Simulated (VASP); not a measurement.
Calculation: LDA (Ceperley-Alder, Perdew-Zunger), VASP's LDA PAW potentials (set 64) (plane waves; VASP 6.6.1).

The input files of a VASP run:

### INCAR
```
IBRION  =  2   ! conjugate gradients
PREC  =  Accurate
EDIFFG  =  -0.02   ! ionic stop
NSW  =  40   ! most ionic steps
LCHARG  =  .FALSE.
NELM  =  100
LMAXMIX  =  4   ! l cut-off of mixed one-centre charges
ENCUT  =  500
PSTRESS  =  100
ISMEAR  =  1   ! Methfessel-Paxton
LREAL  =  .FALSE.
LASPH  =  .TRUE.   ! aspherical one-centre terms
SYSTEM  =  CsPbBr3
EDIFF  =  1E-6   ! SCF stop (eV)
LWAVE  =  .FALSE.
ISIF  =  3   ! ions, shape and volume
SIGMA  =  0.1   ! width (eV)
ALGO  =  Normal   ! blocked Davidson
```

File POSCAR:
```
CsPbBr3
1
    5.3573036337     0.0000000000    -0.0000000000
   -0.0000000000     5.3573036337    -0.0000000000
    0.0000000000    -0.0000000000     5.3573036337
Cs Pb Br
1 1 3
Direct
  0.0000000000   0.0000000000   0.0000000000
  0.5000000000   0.5000000000   0.5000000000
  0.5000000000   0.0000000000   0.5000000000
  0.0000000000   0.5000000000   0.5000000000
  0.5000000000   0.5000000000   0.0000000000
```

### KPOINTS
```
K-points
0
gamma
6 6 6
0 0 0
```

POTCAR, in this order: Cs_sv Pb_d Br (LDA.64 set). Program: vasp_std.

What will the output report for the number of irreducible k-points (NKPTS), largest plane-wave count, number of space-group operations, FFT grid (NGX, NGY, NGZ)?

```json
{
 "number of irreducible k-points (NKPTS)": "20",
 "largest_plane_wave_count": "3948",
 "number_of_space_group_operations": "48",
 "FFT grid (NGX, NGY, NGZ)": "40 × 40 × 40"
}
```

The compound is CsPbBr3 in the cubic perovskite structure, the ideal cubic form; the compound distorts at low or room temperature. This run relaxes it under an external pressure of 10 GPa. Symmetry was kept, so distortions that lower it aren't found.
